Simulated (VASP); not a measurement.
# Al2Au (Fm-3m): a series in uniaxial stress along [001]

How do stress and energy of Al2Au follow uniaxial stress along [001]?

Calculated with VASP 6.6.1; PBEsol; plane waves and PAW (Au, Al); cell typed or built by script, in the first sound run; inputs show where later runs differ.

This is a report of a sequence of runs, with most program output left out.

## Step 1: The starting structure

Symmetry: Fm-3m, No. 225, cubic system. The conventional cell has a = 6.000 Å, b = 6.000 Å, c = 6.000 Å, α = 90.00°, β = 90.00°, γ = 90.00°. Nearest to Au lie 8 Al at 2.60 Å. Nearest to Al lie 4 Au at 2.60 Å. Farther neighbours are not listed.

As a file:

```
Au Al
1.0
     0.00000    3.00000    3.00000
     3.00000    0.00000    3.00000
     3.00000    3.00000    0.00000
Au Al
1 2
Direct
  0.00000 0.00000 0.00000
  0.25000 0.25000 0.25000
  0.75000 0.75000 0.75000
```

## Step 2: Relax the crystal, PBEsol

The series starts from the cell that this level prefers, so that zero strain is near zero stress.

Level: PBEsol; plane waves and PAW (Au, Al); cell typed or built by script.

Contents of INCAR:

```
SYSTEM = Al2Au
PREC = Accurate
ENCUT = 450
EDIFF = 1E-07
NELM = 120
ISMEAR = 1
SIGMA = 0.15
LREAL = .FALSE.
ALGO = Normal
GGA = PS
NBANDS = 14
LASPH = .TRUE.
LORBIT = 11
LWAVE = .FALSE.
LCHARG = .FALSE.
KPAR = 8
IBRION = 2
NSW = 40
ISIF = 3
EDIFFG = -0.005
POTIM = 0.4
```

Contents of POSCAR:

```
Al2Au
1.0
    0.0000000000      3.0000000000      3.0000000000
    3.0000000000      0.0000000000      3.0000000000
    3.0000000000      3.0000000000      0.0000000000
Au Al
1 2
Direct
    0.0000000000      0.0000000000      0.0000000000
    0.2500000000      0.2500000000      0.2500000000
    0.7500000000      0.7500000000      0.7500000000
```

Contents of KPOINTS:

```
Automatic mesh
0
Gamma
14 14 14
0 0 0
```

The projector-augmented-wave data sets are Au and Al (PBE family, release 64).

Command:

```sh
$ mpirun -np 8 vasp_std
```

Elapsed: 15 s, on 8 MPI ranks of Intel Xeon Platinum 8488C (Sapphire Rapids), shared host; peak memory 1.8 GiB; 1.8 min of CPU time.

Numbers from this step:

```
energy(sigma→0) of the program : -13.4753 eV
stress, compression positive   : xx, yy, zz -0.01, -0.01, -0.01 GPa
volume                         : 54.019 Å³
ionic steps                    : 3
```

## Step 3: Strain across the axis, PBEsol

One member in full: the axis is strained by -1.5 %, and the two directions across it are strained alike until their mean stress is under 0.012 GPa or five steps are spent.

This step took 3 runs, each at a new trial strain with the atoms of the one before; the last is shown.

Level: PBEsol; plane waves and PAW (Au, Al); cell typed or built by script.

Edit INCAR of step 2 so:

```diff
@@ -15,7 +15,7 @@
 LCHARG = .FALSE.
-KPAR = 8
-IBRION = 2
-NSW = 40
-ISIF = 3
-EDIFFG = -0.005
-POTIM = 0.4
+KPAR = 2
+IBRION = 1
+NSW = 25
+ISIF = 2
+EDIFFG = -0.004
+POTIM = 0.3
```

Contents of POSCAR:

```
Al2Au
1.0
    0.0000000000      3.0181171670      2.9553450550
    3.0181171670      0.0000000000      2.9553450550
    3.0181171670      3.0181171670      0.0000000000
Au Al
1 2
Direct
    0.0000000000      0.0000000000      0.0000000000
    0.2500000000      0.2500000000      0.2500000000
    0.7500000000      0.7500000000      0.7500000000
```

KPOINTS is that of step 2.

Command:

```sh
$ mpirun -np 2 vasp_std
```

Wall time 45 s (2 MPI ranks); peak memory 0.56 GiB; 87 s of CPU time.

Numbers from this step:

```
energy(sigma→0) of the program : -13.4724 eV
stress, compression positive   : xx, yy, zz 0.00, 0.00, 1.19 GPa
ionic steps                    : 1
```

## Step 4: All members

The other members went through these steps as far as the tables show, with the same cutoff and, step by step, the same mesh; 25 runs are not shown. The session took 0.68 core hours (wall time by ranks) on a shared machine.

```csv
strain along the axis (%),strain across the axis (%),"stress along the axis, tension positive (GPa)","energy above the unstrained row, extrapolated to no smearing (meV/atom)"
-2.000,0.782,-1.637,1.761
-1.500,0.592,-1.186,0.959
-1.000,0.400,-0.764,0.415
-0.500,0.205,-0.373,0.102
0,0.007,-0.006,0.000
0.500,-0.190,0.351,0.093
1.000,-0.388,?,?
1.500,-0.584,1.059,0.874
2.000,-0.779,1.413,1.570
```

## Step 5: A fit to the known rows

A least-squares parabola through the 8 rows shown, with e the strain in %: stress = − 0.02766 e² + 0.7547 e − 2.59e-5 (GPa), r.m.s. residual 0.014 GPa.

For the withheld row, e = 1, the fit gives 0.727 GPa.

## Step 6: Prediction against calculation

The calculation gives 0.704 GPa, so the prediction is 0.023 GPa too high, within twice the residual of the fit.

Slopes at zero strain, from cubics through all rows: strain ratio -0.395, stress over strain 73 GPa.

## Step 7: Summary of results

```yaml
error_of_the_predicted_stress: 0.023 GPa
poisson_ratio: 0.395
young_s_modulus_along_the_axis: 73 GPa
```

As a check, the curvature of the energy gives 70 GPa for the same modulus (energy per volume = E/2 × strain²), 3 % from the slope of the stress; these energies are extrapolated to no smearing, while the stress belongs to the free energy, so part of the difference may come from that. These are static values: temperature and zero-point motion are left out. In a metal the slopes also depend on mesh and smearing, which were held through the series.

[Lines on the potential files, build, host, timing and source positions are cut from VASP's logs without a mark.]

[Logs are printed without paths, hosts, clocks, repeated set-up lines and the standing remarks that a program may print on its own settings, such as how far it seeks lower states.]

[Hosts, paths, dates, database ids (printed as entryN), source tags and the programs' standing remarks are cut or masked in the printed files.]

[In band tables of VASP the shares of atoms and orbitals are scaled to a sum of 1 inside the atoms' spheres.]
